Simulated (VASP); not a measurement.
```yaml
crystal:
  lattice:
    - [0.00000, 3.21109, 3.21109]
    - [3.21109, 0.00000, 3.21109]
    - [3.21109, 3.21109, 0.00000]
  atoms:
    - { symbol: Ag, position: [0.00000, 0.00000, 0.00000] }
    - { symbol: I, position: [0.25000, 0.25000, 0.25000] }
```

Computed with PBE GGA with D4 dispersion, VASP's PBE PAW potentials (set 64) (plane waves; VASP). Settings: 520 eV cut-off, 7×7×7 Γ-centred mesh, Gaussian smearing of 0.050 eV, potentials Ag I.

Question: The job: AgI (zinc blende), 2 atoms, PBE-D4, static run, 520 eV, 7×7×7 Γ-centred mesh. Roughly how much core time does it take on a busy server core?

Answer: About 10 core-seconds (one run on a shared machine, a rough figure). It had 20 irreducible k-points, 13 bands, up to 1807 plane waves and 14 electronic steps.

The compound is AgI in the zinc blende structure, whereas wurtzite is the usual form. This cell is one point of a volume scan, at 0.97 of the reference volume.
